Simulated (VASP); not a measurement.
Here is the system:

```
CELL_PARAMETERS angstrom
      3.23836     0.00000     0.00000
      0.00000     3.23836     0.00000
      0.00000     0.00000     3.23836
ATOMIC_POSITIONS crystal
  Pb 0.00000 0.00000 0.00000
```

Method: r2SCAN meta-GGA, VASP's PBE PAW potentials (set 64) (plane waves; VASP 6.6.1). Settings: 400 eV cut-off, 10×10×10 Γ-centred mesh, first-order Methfessel-Paxton smearing of 0.10 eV, potentials Pb_d.

Energy and stress use the plane-wave basis of the starting cell.

The ions, cell shape and volume are relaxed. What does this cell relax into?

```
CELL_PARAMETERS angstrom
      3.20703     0.00000     0.00000
      0.00000     3.20703     0.00000
      0.00000     0.00000     3.20703
ATOMIC_POSITIONS crystal
  Pb 0.00000 0.00000 0.00000
```
Space group Pm-3m (221), at a tolerance of 0.03 Å.

How do energy and volume change from the first to the last step?

The energy (σ→0) changes by -3.7 meV/atom and the volume by -2.9 %, in 3 ionic steps.

The structure was generated: Pb was put into the simple-cubic type (Pm-3m), which need not be its known phase. This run relaxes it. Symmetry was kept, so distortions that lower it aren't found.
